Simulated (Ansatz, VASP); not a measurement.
## SnO2: VASP beside Ansatz

Aim: how closely do two programs agree when they are given the same cell, functional and k mesh? The structure shown is frame 83 of Ansatz's trajectory.

Method: plane waves, with VASP 6.6.1 beside it; single point at PBE, in Ansatz 0.2.0.

### Step 1. Set-up

The cell holds 72 atoms: 24 Sn and 48 O. Cell: a = 9.851 Å, b = 9.851 Å, c = 9.851 Å, α = 90.0°, β = 90.0°, γ = 90.0°. As first built, before any earlier steps moved the atoms (in the runner's words): 72 atoms (24 Sn, 48 O) placed at random at 6.03 g/cm^3, melted at 5000 K for 10 ps at fixed volume with the Morse and Coulomb pair potential with partial charges (Pedone, Malavasi, Menziani, Cormack and Segre, J. Phys. Chem. B 110, 11780 (2006)). Quenched from 5000 K to 300 K at 50 K/ps and fixed volume, held 10 ps at zero pressure, then minimised at fixed cell.

### Step 2. Ansatz: dynamics, PBE

Ansatz runs on its default PAW (the set named soft_2) files.

One frame of this run of dynamics is then solved in both programs, so the motion causes no difference.

File input.yaml:

```yaml
crystal:
  lattice:
    - [9.85089, 0.0, 0.0]
    - [0.0, 9.85089, 0.0]
    - [0.0, 0.0, 9.85089]
  atoms:
    - { symbol: Sn, position: [0.73091, 0.67318, 0.33118] }
    - { symbol: Sn, position: [0.04728, 0.22312, 0.43013] }
    - { symbol: Sn, position: [0.50768, 0.18186, 0.09938] }
    - { symbol: Sn, position: [0.77408, 0.46414, 0.57574] }
    - { symbol: Sn, position: [0.22104, 0.70104, 0.38794] }
    - { symbol: Sn, position: [0.49284, 0.71835, 0.59705] }
    - { symbol: Sn, position: [0.98468, 0.20446, 0.94124] }
    - { symbol: Sn, position: [0.20755, 0.46836, 0.74904] }
    - { symbol: Sn, position: [0.20905, 0.03665, 0.17425] }
    - { symbol: Sn, position: [0.57968, 0.99695, 0.47804] }
    - { symbol: Sn, position: [0.83051, 0.02655, 0.23922] }
    - { symbol: Sn, position: [0.98276, 0.7261, 0.11957] }
    - { symbol: Sn, position: [0.83476, 0.53879, 0.93722] }
    - { symbol: Sn, position: [0.99484, 0.69061, 0.64048] }
    - { symbol: Sn, position: [0.25344, 0.80454, 0.89346] }
    - { symbol: Sn, position: [0.36661, 0.2952, 0.43695] }
    - { symbol: Sn, position: [0.49691, 0.858, 0.12977] }
    - { symbol: Sn, position: [0.20196, 0.98672, 0.60043] }
    - { symbol: Sn, position: [0.46435, 0.54394, 0.05616] }
    - { symbol: Sn, position: [0.12007, 0.4241, 0.18047] }
    - { symbol: Sn, position: [0.79192, 0.92496, 0.87018] }
    - { symbol: Sn, position: [0.81306, 0.1384, 0.62617] }
    - { symbol: Sn, position: [0.52721, 0.3858, 0.77459] }
    - { symbol: Sn, position: [0.75446, 0.37078, 0.20368] }
    - { symbol: O, position: [0.87584, 0.54061, 0.741] }
    - { symbol: O, position: [0.5752, 0.96493, 0.2752] }
    - { symbol: O, position: [0.38038, 0.01324, 0.06401] }
    - { symbol: O, position: [0.36483, 0.37272, 0.63556] }
    - { symbol: O, position: [0.63784, 0.92114, 0.99748] }
    - { symbol: O, position: [0.36336, 0.19015, 0.2465] }
    - { symbol: O, position: [0.85472, 0.74294, 0.96438] }
    - { symbol: O, position: [0.70464, 0.17578, 0.17859] }
    - { symbol: O, position: [0.36515, 0.47575, 0.8786] }
    - { symbol: O, position: [0.89231, 0.83802, 0.71994] }
    - { symbol: O, position: [0.63076, 0.52425, 0.92389] }
    - { symbol: O, position: [0.40129, 0.91646, 0.54838] }
    - { symbol: O, position: [0.5291, 0.19048, 0.47398] }
    - { symbol: O, position: [0.09082, 0.32192, 0.81471] }
    - { symbol: O, position: [0.84589, 0.34418, 0.00032] }
    - { symbol: O, position: [0.85094, 0.82484, 0.24765] }
    - { symbol: O, position: [0.55637, 0.38317, 0.14608] }
    - { symbol: O, position: [0.66536, 0.99849, 0.66928] }
    - { symbol: O, position: [0.39174, 0.74498, 0.7579] }
    - { symbol: O, position: [0.04261, 0.06377, 0.29354] }
    - { symbol: O, position: [0.12684, 0.8542, 0.05537] }
    - { symbol: O, position: [0.86313, 0.63478, 0.48987] }
    - { symbol: O, position: [0.38438, 0.62937, 0.45817] }
    - { symbol: O, position: [0.51372, 0.23988, 0.9112] }
    - { symbol: O, position: [0.12961, 0.81066, 0.53074] }
    - { symbol: O, position: [0.23806, 0.14941, 0.49508] }
    - { symbol: O, position: [0.13209, 0.22104, 0.08149] }
    - { symbol: O, position: [0.69316, 0.30786, 0.68501] }
    - { symbol: O, position: [0.90781, 0.03348, 0.05068] }
    - { symbol: O, position: [0.13311, 0.66801, 0.80334] }
    - { symbol: O, position: [0.28142, 0.86702, 0.28121] }
    - { symbol: O, position: [0.78061, 0.0677, 0.43208] }
    - { symbol: O, position: [0.86533, 0.11052, 0.81467] }
    - { symbol: O, position: [0.2037, 0.96795, 0.79432] }
    - { symbol: O, position: [0.94553, 0.32596, 0.26239] }
    - { symbol: O, position: [0.12861, 0.54492, 0.58] }
    - { symbol: O, position: [0.30117, 0.4985, 0.15913] }
    - { symbol: O, position: [0.0329, 0.53684, 0.02967] }
    - { symbol: O, position: [0.69959, 0.46361, 0.38227] }
    - { symbol: O, position: [0.59697, 0.55147, 0.64549] }
    - { symbol: O, position: [0.08348, 0.63418, 0.26779] }
    - { symbol: O, position: [0.57158, 0.68221, 0.19796] }
    - { symbol: O, position: [0.01346, 0.08116, 0.58109] }
    - { symbol: O, position: [0.81347, 0.56586, 0.16417] }
    - { symbol: O, position: [0.63141, 0.78678, 0.47039] }
    - { symbol: O, position: [0.90185, 0.31165, 0.53445] }
    - { symbol: O, position: [0.38479, 0.7319, 0.02549] }
    - { symbol: O, position: [0.18415, 0.3613, 0.36507] }
kpoints:
  mp_grid: { grid: [1, 1, 1] }
hamiltonian:
  xc: pbe
scf:
  occupations: { method: fixed }
output:
  forces: true
md:
  timestep: 1.0
  n_steps: 250
  ensemble: nvt_langevin
  temperature: 400
  initial_velocities: maxwell_boltzmann
  seed: 3765
```

Launch:

```bash
$ ansatz run input.yaml --threads 4 --pin off --max-ram 8192MiB --backend cpu --events-out ev --progress --plain --runs-dir out
```

Numbers of over 12 decimals in the logs are rounded to 6 here.

Log:

```text
Warning: md: disabling space-group detection — thermal motion breaks the input geometry's symmetry, so no spatial operation reduces the k-mesh or symmetrises the density; time reversal is kept, so that k and −k are solved as one point where they differ and the mesh holds both, and exact exchange and, on two spinor components, a DFT+U term hold to it where the run has them: on two components no moment then forms, and  [...]
Engine: ansatz 0.2.0, aarch64-unknown-linux-gnu
Pseudopotentials: kind: paw
Pseudopotential: Sn, paw, valence charge 14, recommended cutoff 420 eV (normal), Sn.paw.azcp
Pseudopotential: O, paw, valence charge 6, recommended cutoff 420 eV (normal), O.paw.azcp
Functional definition: PBE
  parameter kappa = 0.804
  parameter beta = 0.066725
  exchange = pbe_x(kappa = kappa, mu = beta*pi^2/3)
  correlation = pbe_c(beta = beta)
Crystal: 72 atoms, lattice volume = 955.931 Å³
Basis set: ecut = 420 eV, 18805 PW (Γ), exchange–correlation on 144×144×144 points (8 copies of the dense FFT grid, shifted against one another)
Bands: 384, of which v1, the nominal top of the filled ones, is band 312 counted from 1 (311 counted from 0)
Symmetry: 1 space group operations
k-points: 1
Non-local potential: Sn, projectors of the file, l = 0: 2, l = 1: 2, l = 2: 2, l = 3: 2
Non-local potential: O, projectors of the file, l = 0: 2, l = 1: 2, l = 2: 1
PAW form: soft (Blöchl's): semilocal exchange-correlation on the pseudo side does not see the compensation charge
PAW one-centre angular grid: Sn, 590 points (default); XC on 64 Gauss nodes
PAW one-centre angular grid: O, 110 points (default); XC on 64 Gauss nodes
Initial density: superposition of atomic densities (neutral atoms: chi_scale 0, normalization atom), corrected by the library's trained network
Initial wavefunctions: pseudopotential atomic-orbital guess
Functional: x = pbe(κ = 0.804, μ = 0.219515), c = pbe(β = 0.066725)
SCF iter   1: F=—  HF=-171794.928990 eV  |F-HF|=—  |Δ(HF+E_count)|=         —  Δρ=3.87e-3  dr2=1.19e-1  ethr=1.77e-3  ⟨swp⟩=4.0  Hψ=1239  notcnv=0  defer=70
preconditioner: auto → Resta (q_TF=auto, 2.541 Å⁻¹)  ε∞=3.5  [insulator: Δε(μ)=0.309 eV  Ē_g=18.891 eV  n_scr=250 (ndim 8)  ℏωp=30.0 eV  f_vac=0.092  ε∞_Penn≈3.5]
SCF iter   2: F=—  HF=-171794.936141 eV  |F-HF|=—  |Δ(HF+E_count)|=   7.15e-3  Δρ=1.97e-3  dr2=2.22e-2  ethr=1.91e-5  ⟨swp⟩=3.0  Hψ=731  notcnv=0  defer=70
SCF iter   3: F=—  HF=-171794.936313 eV  |F-HF|=—  |Δ(HF+E_count)|=   1.72e-4  Δρ=9.02e-4  dr2=7.34e-3  ethr=3.55e-6  ⟨swp⟩=2.0  Hψ=495  notcnv=0  defer=70
SCF iter   4: F=—  HF=-171794.936821 eV  |F-HF|=—  |Δ(HF+E_count)|=   5.08e-4  Δρ=3.23e-4  dr2=1.03e-3  ethr=1.18e-6  ⟨swp⟩=2.0  Hψ=479  notcnv=0  defer=70
SCF iter   5: F=—  HF=-171794.936855 eV  |F-HF|=—  |Δ(HF+E_count)|=   3.40e-5  Δρ=1.53e-4  dr2=2.24e-4  ethr=1.66e-7  ⟨swp⟩=2.0  Hψ=493  notcnv=0  defer=69
SCF iter   6: F=—  HF=-171794.936922 eV  |F-HF|=—  |Δ(HF+E_count)|=   6.74e-5  Δρ=7.03e-5  dr2=4.96e-5  ethr=3.59e-8  ⟨swp⟩=2.0  Hψ=481  notcnv=0  defer=64
SCF iter   7: F=—  HF=-171794.937928 eV  |F-HF|=—  |Δ(HF+E_count)|=   1.01e-3  Δρ=2.82e-5  dr2=7.98e-6  ethr=7.95e-9  ⟨swp⟩=2.0  Hψ=614  notcnv=0  defer=64
SCF iter   8: F=—  HF=-171794.937933 eV  |F-HF|=—  |Δ(HF+E_count)|=   4.79e-6  Δρ=1.31e-5  dr2=1.86e-6  ethr=1.28e-9  ⟨swp⟩=2.0  Hψ=485  notcnv=0  defer=64
SCF iter   9: F=—  HF=-171794.937934 eV  |F-HF|=—  |Δ(HF+E_count)|=   1.34e-6  Δρ=5.91e-6  dr2=3.52e-7  ethr=2.98e-10  ⟨swp⟩=2.0  Hψ=485  notcnv=0  defer=64
SCF iter  10: F=—  HF=-171794.937935 eV  |F-HF|=—  |Δ(HF+E_count)|=   2.00e-7  Δρ=2.87e-6  dr2=8.13e-8  ethr=1.15e-11  ⟨swp⟩=5.0  Hψ=1270  notcnv=0
SCF iter  11: F=-171794.937935 eV  HF=-171794.937935 eV  |F-HF|=2.12e-9  |Δ(HF+E_count)|=   4.70e-8  Δρ=1.48e-6  dr2=2.15e-8  ethr=1.15e-11  ⟨swp⟩=4.0  Hψ=1036  notcnv=0
SCF 1 converged in 11 iterations: F = -171794.937935 eV  dr2 = 2.15e-8
  greatest PAW one-centre occupation: 0.997 electrons in one spin orbital (limit 2), on the Sn atom at site 16 (counted from 0), in its partial waves of l = 2
md step     0: t =     0.00 fs  T =   394.4 K  F+E_penalty+E_count = -171794.93793467 eV  E_kin = 3.670984 eV  (11 SCF iters)
[...]
md step   229: t =   229.00 fs  T =   449.8 K  F+E_penalty+E_count = -171794.10308460 eV  E_kin = 4.186281 eV  (6 SCF iters)
md step   230: t =   230.00 fs  T =   455.2 K  F+E_penalty+E_count = -171794.09301413 eV  E_kin = 4.236406 eV  (10 SCF iters)
md step   231: t =   231.00 fs  T =   448.1 K  F+E_penalty+E_count = -171794.06578965 eV  E_kin = 4.170569 eV  (6 SCF iters)
md step   232: t =   232.00 fs  T =   429.8 K  F+E_penalty+E_count = -171794.02493886 eV  E_kin = 3.999752 eV  (6 SCF iters)
md step   233: t =   233.00 fs  T =   434.8 K  F+E_penalty+E_count = -171793.97753530 eV  E_kin = 4.046491 eV  (7 SCF iters)
md step   234: t =   234.00 fs  T =   435.0 K  F+E_penalty+E_count = -171793.92292161 eV  E_kin = 4.048295 eV  (6 SCF iters)
md step   235: t =   235.00 fs  T =   431.1 K  F+E_penalty+E_count = -171793.86247832 eV  E_kin = 4.011818 eV  (6 SCF iters)
md step   236: t =   236.00 fs  T =   430.6 K  F+E_penalty+E_count = -171793.79698327 eV  E_kin = 4.007707 eV  (7 SCF iters)
md step   237: t =   237.00 fs  T =   412.2 K  F+E_penalty+E_count = -171793.72990789 eV  E_kin = 3.836610 eV  (6 SCF iters)
md step   238: t =   238.00 fs  T =   404.7 K  F+E_penalty+E_count = -171793.66983520 eV  E_kin = 3.765975 eV  (6 SCF iters)
md step   239: t =   239.00 fs  T =   391.9 K  F+E_penalty+E_count = -171793.62061234 eV  E_kin = 3.646938 eV  (6 SCF iters)
md step   240: t =   240.00 fs  T =   384.8 K  F+E_penalty+E_count = -171793.58201923 eV  E_kin = 3.581448 eV  (10 SCF iters)
md step   241: t =   241.00 fs  T =   388.6 K  F+E_penalty+E_count = -171793.55435707 eV  E_kin = 3.616896 eV  (6 SCF iters)
md step   242: t =   242.00 fs  T =   391.7 K  F+E_penalty+E_count = -171793.54577213 eV  E_kin = 3.645686 eV  (7 SCF iters)
md step   243: t =   243.00 fs  T =   389.0 K  F+E_penalty+E_count = -171793.56180597 eV  E_kin = 3.620388 eV  (7 SCF iters)
md step   244: t =   244.00 fs  T =   389.6 K  F+E_penalty+E_count = -171793.60298808 eV  E_kin = 3.625553 eV  (7 SCF iters)
md step   245: t =   245.00 fs  T =   385.8 K  F+E_penalty+E_count = -171793.66353739 eV  E_kin = 3.590165 eV  (6 SCF iters)
md step   246: t =   246.00 fs  T =   385.5 K  F+E_penalty+E_count = -171793.73319680 eV  E_kin = 3.587619 eV  (6 SCF iters)
md step   247: t =   247.00 fs  T =   389.4 K  F+E_penalty+E_count = -171793.80850272 eV  E_kin = 3.623791 eV  (7 SCF iters)
md step   248: t =   248.00 fs  T =   390.9 K  F+E_penalty+E_count = -171793.88287303 eV  E_kin = 3.638427 eV  (7 SCF iters)
md step   249: t =   249.00 fs  T =   407.5 K  F+E_penalty+E_count = -171793.95619921 eV  E_kin = 3.792910 eV  (7 SCF iters)
[...]
md step   250: t =   250.00 fs  T =   413.8 K  F+E_penalty+E_count = -171794.02626906 eV  E_kin = 3.851235 eV  (9 SCF iters)
SCF converged after 9 iterations
Free energy (F): -171794.026269 eV
Harris-Foulkes:  -171794.026269 eV  (|F-HF|=4.16e-8)
Internal energy: -171794.026269 eV  (E = F + TS)
E sigma→0 (E₀):  -171794.026269 eV
Fermi energy:    8.144879 eV
--- Per-component energies (eV) ---
  E_band       = -2339.929681
  E_kinetic    = 12931.756766
  E_local      = -41317.846759  (includes V_loc(G=0)·N_el)
  E_nonlocal   = 1604.056996
  E_hartree    = 20908.577103
  E_xc         = -12646.351713
  E_vxc        = -6746.647845  (∫ρ·V_xc dr)
  E_paw        = -107110.904333  (= ΣΔE_a)
  E_vpaw       = -10628.514406  (= ΣTr[D̂ρ^β])
  E_aug_tail   = 0.116471  (compensation charges beyond the density's cutoff)
  E_ewald      = -46163.430801
  E_smearing   = -0.000000  (= −TS)
  E_closure    = 0.000000  (closes the sum)
  Σ components = -171794.026269   (vs F -171794.026269, Δ=0.00e0)
--- Forces (eV/Å), atoms counted from 1 ---
  atom   1  Sn     0.45645905    -0.13938643    -1.39548546
  atom   2  Sn    -0.62257393    -0.18615108     0.61635880
  atom   3  Sn    -0.20572371     0.23413810    -0.59554114
  atom   4  Sn     1.67866431    -0.78951910     1.47978051
  atom   5  Sn     1.53569986     0.96663657     0.31807759
  atom   6  Sn    -0.04842789    -0.52801334     1.09554593
  atom   7  Sn     0.65705378     1.79838008     0.19949211
  atom   8  Sn    -0.67174121    -0.87508842    -0.67762253
  atom   9  Sn     0.03845610    -0.24326405     0.22544436
  atom  10  Sn     0.24780960     1.63225231     0.37302994
  atom  11  Sn    -0.53701808     0.08917947     0.55140883
  atom  12  Sn    -0.00802521     1.62590474    -0.41336097
  atom  13  Sn     0.30041729    -0.37326889    -0.10220817
  atom  14  Sn     0.60521504    -0.33198910    -0.04598132
  atom  15  Sn    -0.02903353     2.44418579    -1.59310995
  atom  16  Sn     0.51554017    -0.83992727    -1.08913494
  atom  17  Sn    -0.87748547     0.14069688    -0.65260954
  atom  18  Sn    -0.12627056    -1.29608811     1.68512397
  atom  19  Sn    -1.35031488    -1.82143550     1.10964310
  atom  20  Sn     1.31420924     0.30706569     0.10854789
  atom  21  Sn    -1.08528777     0.06129550    -0.37203124
  atom  22  Sn    -0.13653418    -0.18046334     0.05115661
  atom  23  Sn    -0.32592572    -1.29805598     0.24225488
  atom  24  Sn     1.04325614    -1.25951883    -2.15189961
[...]
atom  65  O     -0.25843106    -0.86863836    -0.16523897
  atom  66  O      1.31402131     0.96854473     1.11587645
  atom  67  O     -0.34337153     1.02995503    -1.47741817
  atom  68  O     -0.03918299     0.18209354    -0.17182905
  atom  69  O     -0.63555415    -0.26459554     0.18239701
  atom  70  O      0.39802773    -0.08313762     0.25409549
  atom  71  O      0.85096648    -0.55171442    -0.18513331
  atom  72  O      0.02095074    -0.51400846    -0.19974504
  max |Σ_I F_I| component: 4.95e-5 eV/Å
--- MD trajectory: 250 steps, t = 0.0 → 250.0 fs ---
  final state: T = 413.8 K   F+E_penalty+E_count = -171794.02626906 eV   E_kin = 3.851235 eV
```

In the SCF lines HF is the Harris–Foulkes energy and dr2 the Hartree energy of the density residual, in eV; the loop may stop once dr2 is under the threshold and the program's other checks hold. Hψ counts applications of the Hamiltonian.

(Continued in part 2 of 2.)

[Lines on the potential files, build, host, timing and source positions are cut from VASP's logs without a mark.]

[Logs are printed without paths, hosts, clocks, repeated set-up lines and the standing remarks that a program may print on its own settings, such as how far it seeks lower states.]

[Hosts, paths, dates, database ids (printed as entryN), source tags and the programs' standing remarks are cut or masked in the printed files.]
